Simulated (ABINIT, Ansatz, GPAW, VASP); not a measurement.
## Si (P1, 4 atoms in the cell) computed with different codes at matched settings

Self-consistent single point.

```
Si
1.0
    3.83132     0.00000     0.00000
   -1.91566     3.31802     0.00000
    0.00000     0.00000     6.33262
Si
4
Direct
  0.32960   0.66628   0.06911
  0.66692   0.32876   0.93630
  0.65714   0.32969   0.56058
  0.34633   0.67527   0.43400
```

Shared settings, as Ansatz (an electronic-structure program) writes them: kpoints.mp_grid.grid = 6 6 3; scf.occupations.method = fermi_dirac; scf.occupations.width = 0.01 eV. Potentials and cutoffs stand in the table.

```json
[
 {"code": "ABINIT", "model": "LDA (PW92), PAW (JTH v2.0 LDA PAW)", "pressure (GPa)": "-1.86", "largest force (eV/Å)": "0.959", "cutoff": "544 eV"},
 {"code": "VASP", "model": "LDA (PZ), VASP's LDA PAW potentials (set 64)", "pressure (GPa)": "-1.90", "largest force (eV/Å)": "0.963", "cutoff": "300 eV"},
 {"code": "GPAW", "model": "LDA (Perdew-Wang 92), GPAW PAW datasets LDA (gpaw-data 1.0.1)", "pressure (GPa)": "-1.61", "largest force (eV/Å)": "0.965", "cutoff": "600 eV"},
 {"code": "Ansatz", "model": "LDA (PW92), default PAW files made with PBE", "pressure (GPa)": "-1.88", "largest force (eV/Å)": "0.958", "cutoff": "default"}
]
```

Size of the force on each atom (eV/Å): Sizes of forces hide their directions.

```csv
code,Si1,Si2,Si3,Si4
ABINIT,0.845,0.368,0.853,0.959
VASP,0.849,0.368,0.856,0.963
GPAW,0.849,0.369,0.859,0.965
Ansatz,0.844,0.368,0.852,0.958
```

The spread over the programs that give each value: pressure within 0.29 GPa; largest force within 0.007 eV/Å.

Ansatz's pressure is given at a fixed set of plane waves, as the other plane-wave codes print theirs; with its correction for the finite basis it is -1.83 GPa. The same LDA comes in different parametrisations, which differ slightly.

On the base mesh (7 7 4) the same programs gave: GPAW pressure -1.66 GPa, gap on the mesh 0.110 eV; Ansatz pressure -1.92 GPa; ABINIT pressure -1.91 GPa, gap on the mesh 0.117 eV; VASP pressure -1.95 GPa.

VASP's run is marked for a possible Pulay error in its stress at this cutoff; no cutoff test was made.

The starting cell comes from a database of computed structures (which also holds hypothetical and non-ambient phases and stackings), without a prior relaxation at this level. Its atoms were displaced at random from the sites of space group no. 194.

Left out of this page: Quantum ESPRESSO, FLEUR and SIESTA (not drawn, or without a comparable value); CP2K (on another mesh).

Keys are those of Ansatz 0.2.
